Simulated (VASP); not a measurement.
Here is a VASP 6.6.1 calculation.

INCAR

```
  PREC = Accurate
  ENCUT = 520
  EDIFF = 1E-6
  ISMEAR = 0
  SIGMA = 0.1
  LREAL = F
  LASPH = T
  NELM = 150
  ALGO = Normal
  ISIF = 2
  LWAVE = F
  LCHARG = F
  ISPIN = 2
  MAGMOM = 0 0 0 1.5 0 0 0
  LORBIT = 11
  LMAXMIX = 4
  GGA = PE
```

KPOINTS

```
regular mesh
0
Gamma
  6 6 6
```

File POSCAR:

```
Ca3ZrN3
1.0
    4.8001500000      0.0000000000      0.0000000000
    0.0000000000      4.8001500000      0.0000000000
    0.0000000000      0.0000000000      4.8001500000
Ca Zr N
3 1 3
Direct
    0.0000000000      0.5000000000      0.5000000000
    0.5000000000      0.0000000000      0.5000000000
    0.5000000000      0.5000000000      0.0000000000
    0.0000000000      0.0000000000      0.0000000000
    0.5000000000      0.0000000000      0.0000000000
    0.0000000000      0.5000000000      0.0000000000
    0.0000000000      0.0000000000      0.5000000000
```

Potentials or basis: VASP PAW PBE potentials, release 64 (Ca_sv, Zr_sv, N).

Launch:

```bash
$ cat potpaw_PBE.64/Ca_sv/POTCAR potpaw_PBE.64/Zr_sv/POTCAR potpaw_PBE.64/N/POTCAR > POTCAR
$ mpirun -np 1 vasp_std > vasp.out
```

Task: Predict the pressure.

Result: 0.0 GPa.

Task: Predict the band gap on the k mesh.

Result: None (metal or under the smearing width).
